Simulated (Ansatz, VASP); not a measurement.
# Cross-check of CuAs3 between VASP and Ansatz, part 2 of 2

Wanted: the spread between two codes on one cell, functional and k mesh. The cell is generated by rule, not measured, and may not be a known phase. The cell is taken from a series of runs on this material, whose earlier steps may have relaxed, scaled, displaced or heated it; both programs get it as it stands.

VASP 6.6.1 and Ansatz 0.2.0.

So far: Starting point; VASP: relaxation of cell and atoms, PBEsol.

The structure was built from a prototype and need not be the compound's stable phase.

### Step 3. Ansatz: relaxation of cell and atoms, PBEsol

Level of this step: Ansatz beside VASP: Kohn-Sham DFT, plane waves, PBEsol (Ansatz).

Ansatz runs on its default PAW (the set named soft_2) files.

The same cell, functional, mesh and smearing now go to Ansatz, which takes its cutoff from its data sets.

Input file input.yaml:

```yaml
crystal:
  lattice:
    - [-2.5899950333, 2.5899950333, 2.5899950333]
    - [2.5899950333, -2.5899950333, 2.5899950333]
    - [2.5899950333, 2.5899950333, -2.5899950333]
  atoms:
    - { symbol: As, position: [0.0, 0.5, 0.5] }
    - { symbol: As, position: [0.5, 0.0, 0.5] }
    - { symbol: As, position: [0.5, 0.5, 0.0] }
    - { symbol: Cu, position: [0.0, 0.0, 0.0] }
kpoints:
  mp_grid: { grid: [10, 10, 10] }
hamiltonian:
  xc: pbesol
scf:
  occupations: { method: gaussian, width: 0.1 }
output:
  forces: true
  stress: true
  eigenvalues: true
relax:
  adjacent_minimum: "off"
  f_tol: 0.005
  max_steps: 80
  cell: { stress_tol: 0.05 }
```

Command:

```console
$ ansatz run input.yaml --threads 8 --pin off --max-ram 14336MiB --backend cpu --events-out ev --progress --plain --runs-dir out
```

Numbers of over 12 decimals in the logs are rounded to 6 here.

The log of the run:

```text
Engine: ansatz 0.2.0, aarch64-unknown-linux-gnu
Pseudopotentials: kind: paw
Pseudopotential: As, paw, valence charge 15, recommended cutoff 420 eV (normal), As.paw.azcp
Pseudopotential: Cu, paw, valence charge 19, recommended cutoff 420 eV (normal), Cu.paw.azcp
Functional definition: PBEsol
  exchange = pbesol_x
  correlation = pbesol_c
Crystal: 4 atoms, lattice volume = 69.496 Å³
Basis set: ecut = 420 eV, 1409 PW (Γ), exchange–correlation on 60×60×60 points (8 copies of the dense FFT grid, shifted against one another)
Bands: 39, of which v1, the nominal top of the filled ones, is band 32 counted from 1 (31 counted from 0)
Symmetry: 48 space group operations
Space group: Im-3m (ITA 229), of the structure as read, at distance tolerance 4.1e-5 Å
k-points: 47 of 1000
Non-local potential: As, projectors of the file, l = 0: 2, l = 1: 2, l = 2: 3, l = 3: 1
Non-local potential: Cu, projectors of the file, l = 0: 3, l = 1: 2, l = 2: 3, l = 3: 1
PAW form: soft (Blöchl's): semilocal exchange-correlation on the pseudo side does not see the compensation charge
PAW frozen core: As, regenerated for the run's functional, and the local potential with it (the file was generated under x = pbe(κ = 0.804, μ = 0.219515), c = pbe(β = 0.066725))
PAW frozen core: Cu, regenerated for the run's functional, and the local potential with it (the file was generated under x = pbe(κ = 0.804, μ = 0.219515), c = pbe(β = 0.066725))
PAW one-centre angular grid: As, 590 points (default); XC on 64 Gauss nodes
PAW one-centre angular grid: Cu, 590 points (default); XC on 64 Gauss nodes
Initial density: superposition of atomic densities (neutral atoms: chi_scale 0, normalization atom), corrected by the library's trained network
Initial wavefunctions: pseudopotential atomic-orbital guess
Functional: x = pbesol(κ = 0.804, μ = 0.123457), c = pbesol(β = 0.046)
SCF iter   1: F=—  HF=-21027.251898 eV  |F-HF|=—  |Δ(HF+E_count)|=         —  Δρ=7.25e-3  dr2=2.03e-2  ethr=1.77e-3  ⟨swp⟩=5.5  Hψ=6344  notcnv=0  defer=14
preconditioner: auto → Kerker (q_TF=auto, 2.691 Å⁻¹)  [metal: Δε(μ)=0.011 eV  Ē_g=9.377 eV  σ=0.100 eV  W_gap=0.06  n_scr=18 (ndim 8)  ℏωp=22.7 eV  f_vac=0.000  D(μ)=2.14/eV (n_scr^D=12)]
SCF iter   2: F=—  HF=-21027.248305 eV  |F-HF|=—  |Δ(HF+E_count)|=   3.59e-3  Δρ=1.12e-3  dr2=6.94e-4  ethr=3.18e-5  ⟨swp⟩=2.9  Hψ=3782  notcnv=0  defer=15
SCF iter   3: F=—  HF=-21027.248257 eV  |F-HF|=—  |Δ(HF+E_count)|=   4.78e-5  Δρ=9.80e-4  dr2=5.19e-4  ethr=1.08e-6  ⟨swp⟩=2.0  Hψ=1979  notcnv=0  defer=15
SCF iter   4: F=—  HF=-21027.248190 eV  |F-HF|=—  |Δ(HF+E_count)|=   6.75e-5  Δρ=1.69e-4  dr2=1.84e-5  ethr=8.10e-7  ⟨swp⟩=2.0  Hψ=1930  notcnv=0  defer=15
SCF iter   5: F=—  HF=-21027.248186 eV  |F-HF|=—  |Δ(HF+E_count)|=   3.87e-6  Δρ=8.19e-5  dr2=5.48e-6  ethr=2.88e-8  ⟨swp⟩=2.0  Hψ=3071  notcnv=0  defer=15
SCF iter   6: F=—  HF=-21027.248185 eV  |F-HF|=—  |Δ(HF+E_count)|=   5.31e-7  Δρ=3.26e-5  dr2=8.16e-7  ethr=8.56e-9  ⟨swp⟩=2.0  Hψ=3134  notcnv=0  defer=15
SCF iter   7: F=-21027.248185 eV  HF=-21027.248185 eV  |F-HF|=1.90e-8  |Δ(HF+E_count)|=   1.17e-7  Δρ=8.30e-6  dr2=5.69e-8  ethr=1.56e-10  ⟨swp⟩=6.3  Hψ=8371  notcnv=0
SCF 1 converged in 7 iterations: F = -21027.248185 eV  dr2 = 5.69e-8
  greatest PAW one-centre occupation: 1.000 electrons in one spin orbital (limit 2), on the Cu atom at site 3 (counted from 0), in its partial waves of l = 0
relax step   1: F+E_penalty+E_count = -21027.24818546 eV  Δ(F+E_penalty+E_count) = +0.000e0 eV  max|allowed force component| = 2.527e-29 eV/Å  Δτ_max = 0.0000 Å  P = -0.045 GPa  Ω = 69.496 Å³  (7 SCF iters, dr2 threshold 1.00e-7 eV, accepted)
Initial density: handed on by an earlier stage of this run
Initial wavefunctions: pseudopotential atomic-orbital guess (no wavefunctions were taken with the density)
iter 1 solved again at ethr=2.52e-8 eV; its pass at ethr=3.10e-3 eV (dr2=1.61e-5 eV) is discarded
SCF iter   1: F=—  HF=-21027.248186 eV  |F-HF|=—  |Δ(HF+E_count)|=         —  Δρ=8.38e-6  dr2=5.82e-8  ethr=2.52e-8  ⟨swp⟩=3.2  Hψ=11446  notcnv=0
preconditioner: auto → Kerker (q_TF=auto, 2.691 Å⁻¹)  [metal: Δε(μ)=0.020 eV  Ē_g=9.402 eV  σ=0.100 eV  W_gap=0.11  n_scr=18 (ndim 8)  ℏωp=22.7 eV  f_vac=0.000  D(μ)=2.06/eV (n_scr^D=12)]
SCF iter   2: F=—  HF=-21027.248185 eV  |F-HF|=—  |Δ(HF+E_count)|=   9.52e-7  Δρ=8.69e-6  dr2=5.31e-8  ethr=9.10e-11  ⟨swp⟩=2.0  Hψ=3292  notcnv=0
SCF iter   3: F=—  HF=-21027.248185 eV  |F-HF|=—  |Δ(HF+E_count)|=  4.44e-10  Δρ=3.67e-6  dr2=1.30e-8  ethr=8.29e-11  ⟨swp⟩=1.0  Hψ=1833  notcnv=0
SCF iter   4: F=—  HF=-21027.248185 eV  |F-HF|=—  |Δ(HF+E_count)|=  3.82e-10  Δρ=1.03e-6  dr2=9.98e-10  ethr=2.03e-11  ⟨swp⟩=2.0  Hψ=2293  notcnv=0
SCF iter   5: F=—  HF=-21027.248185 eV  |F-HF|=—  |Δ(HF+E_count)|=  3.09e-10  Δρ=9.25e-7  dr2=4.02e-10  ethr=1.56e-12  ⟨swp⟩=2.0  Hψ=3345  notcnv=0
SCF iter   6: F=—  HF=-21027.248185 eV  |F-HF|=—  |Δ(HF+E_count)|=  2.26e-10  Δρ=2.63e-7  dr2=5.17e-11  ethr=1.00e-12  ⟨swp⟩=2.0  Hψ=3035  notcnv=0
SCF iter   7: F=-21027.248185 eV  HF=-21027.248185 eV  |F-HF|=1.09e-11  |Δ(HF+E_count)|=  1.09e-11  Δρ=4.18e-8  dr2=1.07e-12  ethr=1.00e-12  ⟨swp⟩=4.0  Hψ=6367  notcnv=0
SCF 2 converged in 7 iterations: F = -21027.248185 eV  dr2 = 1.07e-12
relax step   2: F+E_penalty+E_count = -21027.24818548 eV  Δ(F+E_penalty+E_count) = -2.150e-8 eV  max|allowed force component| = 2.385e-29 eV/Å  Δτ_max = 0.0000 Å  P = -0.045 GPa  Ω = 69.496 Å³  stress off target by 4.49e-2 GPa  SCF on the basis re-selected at this cell (its energy is not comparable with the rows above)  (7 SCF iters)
basis re-selected at this cell: Δ(F+E_penalty+E_count) = -2.150e-8 eV, ΔP = -0.000 GPa vs the last step (what re-selecting the basis moved, of the pressure what is left beyond the Pulay correction that the steps carried, after the strain that the cell walked since its last selection, with what the two solves' SCF thresholds leave and, on support functions, any second-order correction that the steps lacked; it is no m [...]
SCF converged after 7 iterations
Free energy (F): -21027.248185 eV
Harris-Foulkes:  -21027.248185 eV  (|F-HF|=1.09e-11)
Internal energy: -21027.237896 eV  (E = F + TS)
E sigma→0 (E₀):  -21027.243041 eV
Entropy (-TS):   -0.010290 eV (-2.572 meV/atom)
Fermi energy:    12.698214 eV
--- Per-component energies (eV) ---
  E_band       = -1036.006367
  E_kinetic    = 609.917074
  E_local      = -9219.363273  (includes V_loc(G=0)·N_el)
  E_nonlocal   = -1611.264180
  E_hartree    = 4648.435378
  E_xc         = -325.788235
  E_vxc        = -354.000991  (∫ρ·V_xc dr)
  E_paw        = -7006.313372  (= ΣΔE_a)
  E_vpaw       = 241.833934  (= ΣTr[D̂ρ^β])
  E_aug_tail   = 0.000303  (compensation charges beyond the density's cutoff)
  E_ewald      = -8125.967079
  E_core_change = 3.105488  (= ΣΔE_core)
  E_smearing   = -0.010290  (= −TS)
  E_closure    = -0.000000  (closes the sum)
  Σ components = -21027.248185   (vs F -21027.248185, Δ=0.00e0)
--- Forces (eV/Å), atoms counted from 1 ---
  atom   1  As     0.00000000    -0.00000000    -0.00000000
  atom   2  As     0.00000000    -0.00000000     0.00000000
  atom   3  As     0.00000000    -0.00000000     0.00000000
  atom   4  Cu    -0.00000000     0.00000000     0.00000000
  max |Σ_I F_I| component: 1.82e-29 eV/Å
--- Stress (GPa, compression-positive) ---
       -0.044881       0.000000       0.000000
        0.000000      -0.044881       0.000000
       -0.000000       0.000000      -0.044881
  P = ⅓ Tr σ = -0.0449 GPa (-0.449 kbar)
--- Band table (eV; the first three rows and the last of 47) ---
  k-point 0: bands = [... 28 lower, 10.0716, 10.0716, 10.8244, 10.8244, 10.8244, 13.5575, 16.4627, 16.4627, ... 3 higher]
  k-point 1: bands = [... 28 lower, 9.7443, 9.8663, 10.5556, 10.7273, 11.3343, 14.1106, 16.6954, 16.7216, ... 3 higher]
  k-point 2: bands = [... 28 lower, 9.9029, 10.0426, 10.4913, 10.5631, 12.2716, 15.0815, 17.0093, 17.2283, ... 3 higher]
  k-point 46: bands = [... 28 lower, 9.9628, 9.9628, 12.7045, 12.7045, 12.7045, 15.1823, 20.1631, 20.1631, ... 3 higher]
--- Relaxed structure (1 steps of the walk, 1 accepted, 1 SCFs on fresh bases) ---
  F+E_penalty+E_count = -21027.24818548 eV   max|allowed force component| = 2.385e-29 eV/Å   (the final SCF, on the basis selected at the relaxed cell)
  cell:  # Å, volume = 69.4955 Å³
    - [-2.5899950333, 2.5899950333, 2.5899950333]
    - [2.5899950333, -2.5899950333, 2.5899950333]
    - [2.5899950333, 2.5899950333, -2.5899950333]
  atoms:
    - { symbol: As, position: [0.0, 0.500000, 0.500000] }
    - { symbol: As, position: [0.500000, 0.0, 0.500000] }
    - { symbol: As, position: [0.500000, 0.500000, 0.0] }
    - { symbol: Cu, position: [0.0, 0.0, 0.0] }
```

The column dr2 measures how far the density is from self-consistency, as an energy; F and HF (Harris–Foulkes) agree once it is small.

### Step 4. Differences

Known differences besides the potentials themselves: the data sets hold 64 valence electrons in Ansatz (on its default PAW (the set named soft_2) files) and 26 in VASP; the cutoff is 420 eV in Ansatz and 600 eV in VASP; Ansatz makes its cores anew for this functional, VASP keeps those of its PBE data sets; Ansatz adds a Pulay correction to the stress that steers its cell, VASP none. Total energies have different zeros and are not compared.

Both answers:

```csv
quantity,Ansatz,VASP,difference
volume (Å³),69.50,69.81,-0.45 %
"edge a after relaxation, in the typed setting (Å)",4.486,4.493,-0.15 %
```

### Step 5. Outcome

| Quantity | Value |
| --- | --- |
| difference in volume (relaxation of cell and atoms, PBEsol) | -0.45 % |

In words: The difference in volume is -0.45 % (relaxation of cell and atoms, PBEsol), within the 1.2 % picked in this series as the mark of a large difference, as far as the stopping tolerances let one tell. The data sets hold unlike numbers of valence electrons (64 in Ansatz and 26 in VASP), so part of the differences comes from the potentials. How closely two codes agree says nothing of how well the functional describes the real material.

[Lines on the potential files, build, host, timing and source positions are cut from VASP's logs without a mark.]

[Logs are printed without paths, hosts, clocks, repeated set-up lines and the standing remarks that a program may print on its own settings, such as how far it seeks lower states.]

[Hosts, paths, dates, database ids (printed as entryN), source tags and the programs' standing remarks are cut or masked in the printed files.]
